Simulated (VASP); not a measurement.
Consider the following.

```yaml
crystal:
  lattice:
    - [8.75831, 0.00000, 0.00000]
    - [0.00000, 6.60215, 0.00000]
    - [0.00000, 0.00000, 11.30042]
  atoms:
    - { symbol: Ba, position: [0.83808, 0.25000, 0.90611] }
    - { symbol: Ba, position: [0.16192, 0.75000, 0.09389] }
    - { symbol: Ba, position: [0.66192, 0.75000, 0.40611] }
    - { symbol: Ba, position: [0.33808, 0.25000, 0.59389] }
    - { symbol: Ba, position: [0.01643, 0.25000, 0.30980] }
    - { symbol: Ba, position: [0.98357, 0.75000, 0.69020] }
    - { symbol: Ba, position: [0.48357, 0.75000, 0.80980] }
    - { symbol: Ba, position: [0.51643, 0.25000, 0.19020] }
    - { symbol: Si, position: [0.80950, 0.56958, 0.14677] }
    - { symbol: Si, position: [0.19050, 0.43042, 0.85323] }
    - { symbol: Si, position: [0.69050, 0.43042, 0.64677] }
    - { symbol: Si, position: [0.30950, 0.56958, 0.35323] }
    - { symbol: Si, position: [0.30950, 0.93042, 0.35323] }
    - { symbol: Si, position: [0.69050, 0.06958, 0.64677] }
    - { symbol: Si, position: [0.19050, 0.06958, 0.85323] }
    - { symbol: Si, position: [0.80950, 0.93042, 0.14677] }
    - { symbol: Si, position: [0.30548, 0.75000, 0.53572] }
    - { symbol: Si, position: [0.69452, 0.25000, 0.46428] }
    - { symbol: Si, position: [0.19452, 0.25000, 0.03572] }
    - { symbol: Si, position: [0.80548, 0.75000, 0.96428] }
    - { symbol: Si, position: [0.08283, 0.75000, 0.40747] }
    - { symbol: Si, position: [0.91717, 0.25000, 0.59253] }
    - { symbol: Si, position: [0.41717, 0.25000, 0.90747] }
    - { symbol: Si, position: [0.58283, 0.75000, 0.09253] }
```

The numbers are results of LDA (Ceperley-Alder, Perdew-Zunger), VASP's LDA PAW potentials (set 64) (plane waves; VASP 6.6.1), not measurements. Run with LREAL = Auto, 400 eV cut-off, 3×4×3 Γ-centred mesh, tetrahedra with Blöchl corrections, potentials Ba_sv Si.

Q: What does the run give for the energy per atom (σ→0)?

A: 
| Item | Result |
|---|---|
| energy per atom (σ→0) | -5.108 eV/atom |

Only differences to runs with the same potentials and settings are physical.

The structure comes from a computed database's BaSi2 entry (Pnma); how it stands against other phases isn't given here. It was relaxed first, which changed the volume by -8 %.
